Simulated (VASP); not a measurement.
## CdHg$_{3}$Te$_{4}$ (ordered alloy cell): computed properties

All values below come from PBEsol GGA, VASP's PBE PAW potentials (set 64) (plane waves; VASP).

```json
{
 "space_group": "R3m (160)",
 "cell": "a = b = 4.604 Å, c = 45.063 Å, α = β = 90.00°, γ = 120.00°",
 "volume_per_atom": "34.46 Å³/atom",
 "band gap (over mesh and band path)": "none (metal, semimetal or under 0.01 eV)",
 "density": "7.38 g/cm³"
}
```

CdHg3Te4 has the trigonal space group R3m, hexagonal axes (No. 160), Pearson symbol hR8. Cell: a = b = 4.6038 Å, c = 45.0634 Å, α = β = 90.00°, γ = 120.00°. Hg1 on 3a is surrounded by 4 Te at 2.819–2.827 Å (tetrahedral). Hg2 on 3a is coordinated by 4 Te at 2.817–2.819 Å (tetrahedral). Hg3 on 3a is surrounded by 4 Te at 2.814–2.820 Å (tetrahedral). Te1 on 3a sees 4 Hg at 2.817–2.819 Å (tetrahedral). Te2 on 3a sees 4 Hg at 2.814–2.819 Å (tetrahedral). Te3 on 3a has 1 Cd at 2.815 Å and 3 Hg at 2.820 Å (tetrahedral). Te4 on 3a is surrounded by 3 Cd at 2.815 Å and 1 Hg at 2.827 Å (tetrahedral). Cd on 3a has 4 Te at 2.815 Å (tetrahedral). (Neighbours: up to the widest gap in distance over summed covalent radii, below 1.35, at either atom; cation-cation and far metal-metal contacts left out.)
(The calculation used a cell of 8 atoms; values per cell refer to that cell.)

Unless said otherwise, spin-orbit coupling is left out, though it shifts the bands of the heavy elements here.

The structure was generated: CdHg3Te4 was put into an ordered model structure (R3m), which need not be its known phase. It was relaxed first. Symmetry was kept, so distortions that lower it aren't found.
